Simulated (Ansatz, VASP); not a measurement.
**One calculation of NaOs6, two programs**

```
Na Os
1.0
     5.88680    0.00000    0.00000
     0.00000    5.88680    0.00000
     0.00000    0.00000    5.88680
Na Os
1 6
Direct
  0.00000 0.00000 0.00000
  0.19752 0.50000 0.50000
  0.50000 0.19752 0.50000
  0.80248 0.50000 0.50000
  0.50000 0.80248 0.50000
  0.50000 0.50000 0.19752
  0.50000 0.50000 0.80248
```

Change from the starting cell: species swapped into the SiB6 type (Pm-3m, No. 221).

Alike in both runs: functional PBE; k mesh 4 × 4 × 4; occupations gaussian, width 0.1 eV; no spin polarisation.

Ansatz relaxed the structure, and its values are those at the end. VASP's run is a single point on that final structure, the one shown.

```csv
,VASP,Ansatz
version,VASP 6.6.1,Ansatz 0.2.0
potentials or method,"VASP PAW PBE potentials, release 64 (Na_pv, Os)","scalar-relativistic, plane waves, PAW"
plane-wave cutoff (eV),520,420
valence electrons in the cell,55,105
```

|  | VASP | Ansatz | Ansatz less VASP |
| --- | --- | --- | --- |
| gap on the k mesh at the Fermi level (eV) | none | none | - |
| pressure (GPa) | -0.4 | -0.1 | +0.29 |
| rms of the force components (eV/Å) | 0.043 | 0.000 | -0.0425 |

A gap of «none» marks a metal or a gap that the smearing closes. The two sets of potentials don't hold the same shells in valence.

Spin-orbit coupling is left out, which matters for the levels of Os.
